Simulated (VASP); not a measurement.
Runs of VASP 6.6.1 on BaMg2Tl2. The structure is monoclinic, space group C2/m (No. 12). Conventional cell: a = 5.511 Å, b = 5.521 Å, c = 9.816 Å, α = 90.00°, β = 106.21°, γ = 90.00°. Around Tl (site symmetry m) lie 5 Mg at 3.10 to 3.13 Å. Mg (site symmetry m) has 5 Tl at 3.10 to 3.13 Å and 4 Mg at 3.21 Å as nearest neighbours. Ba (site symmetry 2/m) has 8 Tl at 3.67 to 3.68 Å and 2 Mg at 3.89 Å and 4 Ba at 3.90 Å as nearest neighbours. The cell was built by a generator and needn't be a form met in nature.

```tsv
task	cell	cutoff (eV)	smearing	gap on the mesh (eV)	pressure (GPa)	relaxed volume (Å³/atom)	largest force (eV/Å)
single point	C2/m, 28.68 Å³/atom	520	fermi-dirac 0.0816 eV	none	0.0	-	0.05
single point	P-3m1, 33.99 Å³/atom	520	tetrahedron	none	0.0	-	(b)
single point	P-3m1, 33.74 Å³/atom	520	fermi-dirac 0.0816 eV	none	0.0	-	0.04
relaxation of cell and atoms	relaxed	600	fermi-dirac 0.0816 eV	none	0.0	(a)	0.01
relaxation of cell and atoms	relaxed	600	tetrahedron	none	0.0	34.07	-
```

Alike in all rows: level r2SCAN; potentials or basis VASP PAW PBE potentials, release 64 (Tl_d, Mg, Ba_sv); no spin polarisation; k mesh 4 × 4 × 3; the mesh is coarse, so values aren't converged.

Question: Estimate the missing entries.

Answer: (a) 33.77; (b) 0.02.

Caveats: all runs use coarse meshes; the PAW data sets were made with another functional, which shifts forces and pressure a little; tetrahedron occupations give inexact forces and stress in metals (some runs).

A k mesh can miss the band edges, and the runs leave out spin-orbit coupling on Ba, Tl.

A gap of «none» marks a metal or a gap under the smearing width.
